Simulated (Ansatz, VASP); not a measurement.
# SnTe in two plane-wave programs, part 2 of 2

Aim: how closely do two programs agree when they are given the same cell, functional and k mesh? The cell is taken from a series of runs on this material, whose earlier steps may have relaxed, scaled, displaced or heated it; both programs get it as it stands.

VASP 6.6.1 and Ansatz 0.2.0.

So far: Starting point; Ansatz: zone-centre phonons, PBEsol; VASP: zone-centre phonons, PBEsol.

**3. VASP: zone-centre phonons, PBEsol (continued)**

Level of this step: PBEsol; plane waves and PAW (Sn_d, Te) (VASP).

Numbers of over 12 decimals in the logs are rounded to 6 here.

OUTCAR, selected parts (step 3):

```text
ion  position               nearest neighbor table
   1  0.000  0.000  0.000-   2 3.14   2 3.14   2 3.21   2 3.21   2 3.21   2 3.21
   2  0.500  0.500  0.500-   1 3.14   1 3.14   1 3.21   1 3.21   1 3.21   1 3.21

  LATTYP: Found a body centered tetragonal cell.
 ALAT       =     4.5354022282
 C/A-ratio  =     1.3854435955

 Subroutine GETGRP returns: Found 16 space group operations
 (whereof 16 operations were pure point group operations)

The static configuration has the point symmetry D_4h.

 Found    163 irreducible k-points:

   k-points           NKPTS =    163   k-points in BZ     NKDIM =    163   number of bands    NBANDS=     16

   dimension x,y,z NGX =    36 NGY =   36 NGZ =   36
   dimension x,y,z NGXF=    72 NGYF=   72 NGZF=   72

   ENCUT  =  500.0 eV  36.75 Ry    6.06 a.u.   8.19  8.19  8.27*2*pi/ulx,y,z

   NELECT =      20.0000    total number of electrons

 k-points in reciprocal lattice and weights: Automatic mesh
   0.00000000  0.00000000  0.00000000       0.001
   0.08333333  0.00000000  0.00000000       0.005
   0.16666667  0.00000000  0.00000000       0.005
   0.25000000 -0.00000000  0.00000000       0.005
   0.33333333  0.00000000  0.00000000       0.005
   0.41666667 -0.00000000  0.00000000       0.005
   0.50000000 -0.00000000  0.00000000       0.002
   0.08333333  0.08333333  0.00000000       0.001
   0.16666667  0.08333333  0.00000000       0.005
[...]
-0.33333333  0.16666667  0.50000000       0.002
  -0.25000000  0.25000000  0.50000000       0.001

 average (electrostatic) potential at core
       1-100.8067       2 -88.0174

  Total       -0.9824117     -0.9824117      0.0040717      0.0000000     -0.0000000     -0.0000000
  in kB      -24.3555424    -24.3555424      0.1009443      0.0000000     -0.0000000     -0.0000000
  external PRESSURE =     -16.2033802 kB  Pullay stress =       0.0000000 kB

  energy-cutoff  :      500.00
  volume of cell :       64.63
      direct lattice vectors                 reciprocal lattice vectors
     0.000000000  3.207013671  3.141771985    -0.155908285  0.155908285  0.159145859
     3.207013671  0.000000000  3.141771985     0.155908285 -0.155908285  0.159145859
     3.207013671  3.207013671  0.000000000     0.155908285  0.155908285 -0.159145859

 POSITION                                       TOTAL-FORCE (eV/Angst)
 -----------------------------------------------------------------------------------
      0.00000      0.00000      0.00000         0.000000      0.000000      0.000000
      3.20701      3.20701      3.14177         0.000000      0.000000     -0.000000
 -----------------------------------------------------------------------------------
    total drift:                               -0.000000      0.000000      0.000000

 Eigenvectors and eigenvalues of the dynamical matrix
 ----------------------------------------------------

   1 f  =    0.027425 THz     0.172317 2PiTHz    0.914804 cm-1     0.113421 meV
             X         Y         Z           dx          dy          dz
      0.000000  0.000000  0.000000    -0.000000   -0.000000    0.808795
      3.207014  3.207014  3.141772    -0.000000   -0.000000    0.588090

   2 f  =    0.008468 THz     0.053204 2PiTHz    0.282450 cm-1     0.035019 meV
             X         Y         Z           dx          dy          dz
      0.000000  0.000000  0.000000    -0.693949   -0.084730   -0.000000
      3.207014  3.207014  3.141772    -0.709750   -0.086659   -0.000000

   3 f  =    0.008468 THz     0.053204 2PiTHz    0.282450 cm-1     0.035019 meV
             X         Y         Z           dx          dy          dz
      0.000000  0.000000  0.000000     0.084730   -0.693949   -0.000000
      3.207014  3.207014  3.141772     0.086659   -0.709750   -0.000000

   4 f/i=    0.155336 THz     0.976004 2PiTHz    5.181448 cm-1     0.642417 meV
             X         Y         Z           dx          dy          dz
      0.000000  0.000000  0.000000     0.000000   -0.000000   -0.588090
      3.207014  3.207014  3.141772     0.000000   -0.000000    0.808795

   5 f/i=    1.246249 THz     7.830411 2PiTHz   41.570377 cm-1     5.154068 meV
             X         Y         Z           dx          dy          dz
      0.000000  0.000000  0.000000     0.142279    0.700722   -0.000000
      3.207014  3.207014  3.141772    -0.139111   -0.685123    0.000000

   6 f/i=    1.246249 THz     7.830411 2PiTHz   41.570377 cm-1     5.154068 meV
             X         Y         Z           dx          dy          dz
      0.000000  0.000000  0.000000     0.700722   -0.142279    0.000000
      3.207014  3.207014  3.141772    -0.685123    0.139111   -0.000000

 ELASTIC MODULI CONTR FROM IONIC RELAXATION (kBar)
 Direction    XX          YY          ZZ          XY          YZ          ZX
 --------------------------------------------------------------------------------
 XX           0.0000      0.0000      0.0000      0.0000      0.0000      0.0000
 YY           0.0000      0.0000      0.0000      0.0000      0.0000      0.0000
 ZZ           0.0000      0.0000      0.0000      0.0000      0.0000      0.0000
 XY           0.0000      0.0000      0.0000      0.0000      0.0000      0.0000
 YZ           0.0000      0.0000      0.0000      0.0000      0.0000      0.0000
 ZX           0.0000      0.0000      0.0000      0.0000      0.0000      0.0000
 --------------------------------------------------------------------------------
```

**4. Differences**

Known differences besides the potentials themselves: the data sets hold 30 valence electrons in Ansatz (on its PAW soft_1 files) and 20 in VASP; the cutoff is 420 eV in Ansatz and 500 eV in VASP; Ansatz makes its cores anew for this functional, VASP keeps those of its PBE data sets. Total energies have different zeros and are not compared.

The two programs side by side:

| quantity | Ansatz | VASP | difference |
| --- | --- | --- | --- |
| optical mode 1 to 2 (imaginary, printed as negative) (cm⁻¹) | -44.1 | -41.6 | -2.5 |
| optical mode 3 (imaginary, printed as negative) (cm⁻¹) | -16.3 | -5.2 | -11.1 |

Modes are paired by rising frequency, not by their patterns, so a pair may set unlike modes beside each other; they are those without the splitting of longitudinal modes.

**5. Outcome**

```json
{
  "r.m.s. difference of the optical zone-centre modes, each program's sorted by frequency (zone-centre phonons, PBEsol)": "6.8 cm⁻¹"
}
```

What this shows: The r.m.s. difference of the optical zone-centre modes, each program's sorted by frequency is 6.8 cm⁻¹ (zone-centre phonons, PBEsol). The data sets hold unlike numbers of valence electrons (30 in Ansatz and 20 in VASP), so part of the differences comes from the potentials. What causes the difference of the zone-centre phonons, PBEsol pair stays open here. 1 further run of this series is not shown here. Such differences can come from data sets, numerical settings and the points named under the comparisons, not from the functional's error against experiment.

[Lines on the potential files, build, host, timing and source positions are cut from VASP's logs without a mark.]

[Logs are printed without paths, hosts, clocks, repeated set-up lines and the standing remarks that a program may print on its own settings, such as how far it seeks lower states.]

[Hosts, paths, dates, database ids (printed as entryN), source tags and the programs' standing remarks are cut or masked in the printed files.]
